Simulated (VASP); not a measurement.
Input:

```
ZnSe
1.0
    0.00000     2.83500     2.83500
    2.83500     0.00000     2.83500
    2.83500     2.83500     0.00000
Zn Se
1 1
Direct
  0.00000   0.00000   0.00000
  0.25000   0.25000   0.25000
```

Computed with r2SCAN meta-GGA, VASP's PBE PAW potentials (set 64) (plane waves; VASP). Numerical set-up: 520 eV cut-off, 8×8×8 Γ-centred mesh, Gaussian smearing of 0.050 eV, potentials Zn Se.

Estimate the energy per atom (σ→0), band gap (on the k-mesh) with the smallest direct gap where there is one.

- band gap (on the k-mesh): 1.86 eV
- smallest direct gap (on the k-mesh): 1.86 eV
- energy per atom (σ→0): -12455 meV/atom

Only differences to runs with the same potentials and settings are physical.

The compound is ZnSe in the zinc blende structure. The cell was not relaxed at this level.
